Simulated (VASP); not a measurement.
Given:

```
HfSi
1.0
    3.24878     0.00000     0.00000
    0.00000     3.24878     0.00000
    0.00000     0.00000     3.24878
Hf Si
1 1
Direct
  0.00000   0.00000   0.00000
  0.50000   0.50000   0.50000
```

All values below come from r2SCAN meta-GGA, VASP's PBE PAW potentials (set 64) (plane waves; VASP 6.6.1). Run with 400 eV cut-off, 10×10×10 Γ-centred mesh, first-order Methfessel-Paxton smearing of 0.10 eV, potentials Hf_pv Si.

The ions, cell shape and volume are relaxed. Predict the relaxed structure.

```
HfSi
1.0
    3.26838     0.00000     0.00000
    0.00000     3.26838     0.00000
    0.00000     0.00000     3.26838
Hf Si
1 1
Direct
  0.00000   0.00000   0.00000
  0.50000   0.50000   0.50000
```
Space group Pm-3m (221), at a tolerance of 0.03 Å.

How do energy and volume change from the first to the last step?

The energy (σ→0) changes by -2.4 meV/atom and the volume by +1.8 %, in 3 ionic steps.

```csv
step,E(σ→0) (eV),max force (eV/Å),pressure (GPa),volume (Å³)
1,-54.3152,0.000,2.51,34.29
2,-54.3138,0.000,-2.65,35.64
3,-54.3199,0.000,-0.01,34.91
```

The structure was generated: HfSi was put into the CsCl type (Pm-3m), which need not be its known phase. This run relaxes it. Symmetry was kept, so distortions that lower it aren't found.
